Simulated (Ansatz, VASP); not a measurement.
Si16CO: VASP beside Ansatz

The input INCAR:

```
ALGO = Fast
DIPOL = 0.5 0.5 0.281
EDIFF = 1E-7
ENCUT = 520
GGA = PE
IDIPOL = 3
ISIF = 2
ISMEAR = 0
LASPH = True
LCHARG = False
LDIPOL = True
LREAL = Auto
LWAVE = False
NBANDS = 52
NELM = 100
PREC = Accurate
SIGMA = 0.05
```

Contents of KPOINTS:

```
k-points
0
Gamma
  4 4 1
```

Contents of POSCAR:

```
Si16CO
1.0
    7.7354121591      0.0000000000      0.0000000000
    0.0000000000      7.7354121591      0.0000000000
    0.0000000000      0.0000000000     22.1119221361
Si C O
16 1 1
Direct
    0.0000000000      0.2500000000      0.1808978874
    0.0000000000      0.7500000000      0.1808978874
    0.5000000000      0.2500000000      0.1808978874
    0.5000000000      0.7500000000      0.1808978874
    0.0000000000      0.0000000000      0.2427396662
    0.0000000000      0.5000000000      0.2427396662
    0.5000000000      0.0000000000      0.2427396662
    0.5000000000      0.5000000000      0.2427396662
    0.2500000000      0.0000000000      0.3062012287
    0.2500000000      0.5000000000      0.3062012287
    0.7500000000      0.0000000000      0.3062012287
    0.7500000000      0.5000000000      0.3062012287
    0.2500000000      0.2500000000      0.3668573942
    0.2500000000      0.7500000000      0.3668573942
    0.7500000000      0.2500000000      0.3668573942
    0.7500000000      0.7500000000      0.3668573942
    0.5000000000      0.7500000000      0.3257031248
    0.6024243722      0.8524243722      0.3392808722
```

Input for Ansatz:

```yaml
crystal:
  lattice:
    - [7.7354121591, 0.0, 0.0]
    - [0.0, 7.7354121591, 0.0]
    - [0.0, 0.0, 22.1119221361]
  atoms:
    - { symbol: Si, position: [0.0, 0.25, 0.1808978874] }
    - { symbol: Si, position: [0.0, 0.75, 0.1808978874] }
    - { symbol: Si, position: [0.5, 0.25, 0.1808978874] }
    - { symbol: Si, position: [0.5, 0.75, 0.1808978874] }
    - { symbol: Si, position: [0.0, 0.0, 0.2427396662] }
    - { symbol: Si, position: [0.0, 0.5, 0.2427396662] }
    - { symbol: Si, position: [0.5, 0.0, 0.2427396662] }
    - { symbol: Si, position: [0.5, 0.5, 0.2427396662] }
    - { symbol: Si, position: [0.25, 0.0, 0.3062012287] }
    - { symbol: Si, position: [0.25, 0.5, 0.3062012287] }
    - { symbol: Si, position: [0.75, 0.0, 0.3062012287] }
    - { symbol: Si, position: [0.75, 0.5, 0.3062012287] }
    - { symbol: Si, position: [0.25, 0.25, 0.3668573942] }
    - { symbol: Si, position: [0.25, 0.75, 0.3668573942] }
    - { symbol: Si, position: [0.75, 0.25, 0.3668573942] }
    - { symbol: Si, position: [0.75, 0.75, 0.3668573942] }
    - { symbol: C, position: [0.5, 0.75, 0.3257031248] }
    - { symbol: O, position: [0.6024243722, 0.8524243722, 0.3392808722] }
basis:
  ecutwfc: 420
kpoints:
  mp_grid: { grid: [4, 4, 1] }
hamiltonian:
  xc: pbe
scf:
  occupations: { method: gaussian, width: 0.05 }
output:
  forces: true
  eigenvalues: true
  write_density: true
  write_potential: true
  elf: true
  volumetric_format: npy
efield:
  axis: 3
  dipole_correction: true
  ramp_width: 0.04
```

Alike in both runs: task single point; functional PBE; k mesh 4 × 4 × 1; occupations gaussian, width 0.05 eV; no spin polarisation.

|  | VASP | Ansatz |
| --- | --- | --- |
| version | VASP 6.6.1 | Ansatz 0.2.0 |
| potentials or method | VASP PAW PBE potentials, release 64 (Si, C, O) | scalar-relativistic, plane waves, PAW |
| plane-wave cutoff (eV) | 520 | 420 |
| valence electrons in the cell | 74 | 74 |

Ansatz gave:

- gap on the k mesh at the Fermi level (eV): none
- rms of the force components (eV/Å): 3.025

Question: Which values does VASP return?

Answer: gap on the k mesh at the Fermi level (eV): none; rms of the force components (eV/Å): 3.123.

Atom by atom the forces differ by 0.136 eV/Å (rms over components). A gap of «none» marks a metal or a gap that the smearing closes. Ansatz warned: «xc_potential_rough_in_thin_density».

Caveats: the standard files for N, O and F lose accuracy on very short bonds.
